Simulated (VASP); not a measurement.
```
TaN
1.0
    2.93800     0.00000     0.00000
   -1.46900     2.54438     0.00000
    0.00000     0.00000     2.88300
N Ta
1 1
Direct
  0.99064   0.95118   0.98514
  0.34269   0.71549   0.51487
```

Method: PBEsol GGA, VASP's PBE PAW potentials (set 64) (plane waves; VASP). Run with 400 eV cut-off, 10×10×9 Γ-centred mesh, Gaussian smearing of 0.050 eV, potentials N Ta_pv.

At this cut-off the stress carries a Pulay error, which pulls relaxed volumes low.

### Question
The ions, cell shape and volume are relaxed. What does this cell relax into?

### Answer

```
TaN
1.0
    2.91713     0.00052     0.00037
   -1.45818     2.52693    -0.00059
    0.00024    -0.00033     2.86720
N Ta
1 1
Direct
  0.00000   0.00010   0.99998
  0.33333   0.66656   0.50002
```
Space group P-6m2 (187), at a tolerance of 0.03 Å.

### Question
How do energy and volume change from the first to the last step?

### Answer
The energy (σ→0) changes by -245.5 meV/atom and the volume by -1.9 %, in 11 ionic steps.

| step | E(σ→0) (eV) | max force (eV/Å) | pressure (GPa) | volume (Å³) |
|---|---|---|---|---|
| 1 | -23.3258 | 3.423 | 2.85 | 21.55 |
| 2 | -23.6694 | 0.712 | -15.18 | 22.13 |
| 3 | -23.7191 | 0.798 | -13.66 | 21.97 |
| 4 | -23.5091 | 2.059 | 41.44 | 19.45 |
| 5 | -23.7959 | 0.460 | 2.06 | 21.04 |
| 6 | -23.8125 | 0.108 | -2.33 | 21.27 |
| 7 | -23.8159 | 0.116 | -1.25 | 21.21 |
| 8 | -23.8160 | 0.038 | 2.06 | 21.03 |
| 9 | -23.8167 | 0.043 | 0.45 | 21.11 |
| 10 | -23.8168 | 0.020 | -0.30 | 21.15 |
| 11 | -23.8168 | 0.008 | -0.03 | 21.14 |

The structure comes from a measured TaN entry of the Crystallography Open Database, whose conditions weren't checked. In the starting cell atoms are displaced from their ideal sites. This run relaxes it. The run is one of a series of settings (EDIFFG = -0.01, IBRION = 2, ISIF = 3, NSW = 50 against the base run), some of them coarse on purpose.
